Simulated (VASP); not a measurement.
All values below come from LDA (Ceperley-Alder, Perdew-Zunger), VASP's LDA PAW potentials (set 64) (plane waves; VASP).

Input for VASP

INCAR:
```
SYSTEM=Al
PREC=Accurate; ENCUT=520; LREAL=.False.
LASPH=.True.
EDIFF=1E-7; NELM=100; ALGO=Normal
ISMEAR=1; SIGMA=0.1
ISIF=2
LWAVE=.False.; LCHARG=.False.
```

**KPOINTS**
```
Automatic mesh
0
gamma
16 16 16
0 0 0
```

File POSCAR:
```
Al
1.0
  0.0000000000   1.9701346252   1.9701346252
  1.9701346252   0.0000000000   1.9701346252
  1.9701346252   1.9701346252   0.0000000000
Al
1
direct
  0.0000000000   0.0000000000   0.0000000000
```

POTCAR, in this order: Al (LDA.64 set). Program: vasp_std.

Output of the run:

### OSZICAR
```
       N       E                     dE             d eps       ncg     rms          rms(c)
DAV:   1    -0.210176823717E+01   -0.21018E+01   -0.88397E+02  1565   0.332E+02
DAV:   2    -0.420798742625E+01   -0.21062E+01   -0.19945E+01  1885   0.314E+01
DAV:   3    -0.422304160005E+01   -0.15054E-01   -0.15055E-01  1900   0.313E+00
DAV:   4    -0.422306957303E+01   -0.27973E-04   -0.27973E-04  1990   0.136E-01
DAV:   5    -0.422306969835E+01   -0.12532E-06   -0.12624E-06  1970   0.696E-03    0.151E+00
DAV:   6    -0.420451521693E+01    0.18554E-01   -0.21500E-03  1735   0.295E-01    0.844E-01
DAV:   7    -0.419245752245E+01    0.12058E-01   -0.54465E-03  1650   0.462E-01    0.176E-01
DAV:   8    -0.419243332574E+01    0.24197E-04   -0.30799E-05  1990   0.555E-02    0.145E-02
DAV:   9    -0.419243310635E+01    0.21939E-06   -0.18138E-07  1810   0.303E-03    0.113E-03
DAV:  10    -0.419243309898E+01    0.73687E-08   -0.23734E-09  1325   0.477E-04
   1 F= -.41924331E+01 E0= -.41925364E+01  d E =0.309855E-03
```

OUTCAR:
```
------------------------ aborting loop because EDIFF is reached ----------------------------------------
  FORCE on cell =-STRESS in cart. coord.  units (eV):
  Direction    XX          YY          ZZ          XY          YZ          ZX
  --------------------------------------------------------------------------------------
  Total        0.2965266      0.2965266      0.2965266     -0.0000000      0.0000000      0.0000000
  in kB       31.0639364     31.0639364     31.0639364     -0.0000000      0.0000000      0.0000000
  external PRESSURE =      31.0639364 kB  Pullay stress =       0.0000000 kB
  volume of cell :       15.29
      direct lattice vectors                 reciprocal lattice vectors
     0.000000000  1.970134625  1.970134625    -0.253789763  0.253789763  0.253789763
     1.970134625  0.000000000  1.970134625     0.253789763 -0.253789763  0.253789763
     1.970134625  1.970134625  0.000000000     0.253789763  0.253789763 -0.253789763
 POSITION                                       TOTAL-FORCE (eV/Angst)
 -----------------------------------------------------------------------------------
      0.00000      0.00000      0.00000         0.000000      0.000000      0.000000
 -----------------------------------------------------------------------------------
    total drift:                               -0.000000      0.000000     -0.000000
  FREE ENERGIE OF THE ION-ELECTRON SYSTEM (eV)
  ---------------------------------------------------
  free  energy   TOTEN  =        -4.1924330990 eV

  energy  without entropy=       -4.1927429538  energy(sigma->0) =       -4.19253638
```
(Selected blocks of OUTCAR.)

The compound is Al in the fcc structure. This cell is one point of a volume scan, at 0.97 of the reference volume.
